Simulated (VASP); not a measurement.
```xyz
2
Lattice="1.7846 -3.1286 0.0000 1.7846 3.1286 0.0000 0.0000 0.0000 5.6184" Properties=species:S:1:pos:R:3 pbc="T T T"
Tb     1.7846     1.0429     1.4046
Tb     1.8117    -1.0429     4.2138
```

All values below come from PBE GGA, VASP's PBE PAW potentials (set 64) (plane waves; VASP 6.6.1). Run with 400 eV cut-off, 6×6×3 Monkhorst-Pack mesh, first-order Methfessel-Paxton smearing of 0.10 eV, potentials Tb_3.

The 4f electrons are frozen in the core of the lanthanide potential, so 4f levels, which can set the real gap, and their magnetism are missing. Gaps are read on the run's mesh, which can miss a band edge.

Predict the energy per atom (σ→0), band gap (on the k-mesh) with the smallest direct gap where there is one.

| Quantity | Result |
|---|---|
| band gap (on the k-mesh) | none (metal, semimetal or under 0.01 eV) |
| energy per atom (σ→0) | -4563 meV/atom |

The absolute energy has meaning only against runs of the same code, potentials and settings.

The compound is Tb in the hcp structure. The cell was not relaxed at this level, atoms are displaced from their ideal sites. The k-mesh is coarse (spacing up to 0.37 per Å, 2π included), so the numbers may not be converged in it. The run is one of a series of settings (KPOINTS 6×6×3 Monkhorst-Pack mesh against the base run), some of them coarse on purpose.
